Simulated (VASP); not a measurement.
Consider the following.

```yaml
crystal:
  lattice:
    - [1.83780, -3.18315, 0.00000]
    - [1.83780, 3.18315, 0.00000]
    - [0.00000, 0.00000, 5.68063]
  atoms:
    - { symbol: Dy, position: [0.33333, 0.66667, 0.25000] }
    - { symbol: Dy, position: [0.66667, 0.33333, 0.75000] }
```

These are vdW-DF2, VASP's PBE PAW potentials (set 64) (plane waves; VASP 6.6.1) values and carry that method's errors. Run with 520 eV cut-off, Gaussian smearing of 0.050 eV, potentials Dy_3.

The 4f electrons are frozen in the core of the lanthanide potential, so 4f levels, which can set the real gap, and their magnetism are missing.

Predict the band gap (along the path) with the smallest direct gap where there is one.

* **band gap (along the path)**: none (metal, semimetal or under 0.01 eV)

The absolute energy has meaning only against runs of the same code, potentials and settings.

The compound is Dy in the hcp structure. It was relaxed first, which changed the volume by +5 %.
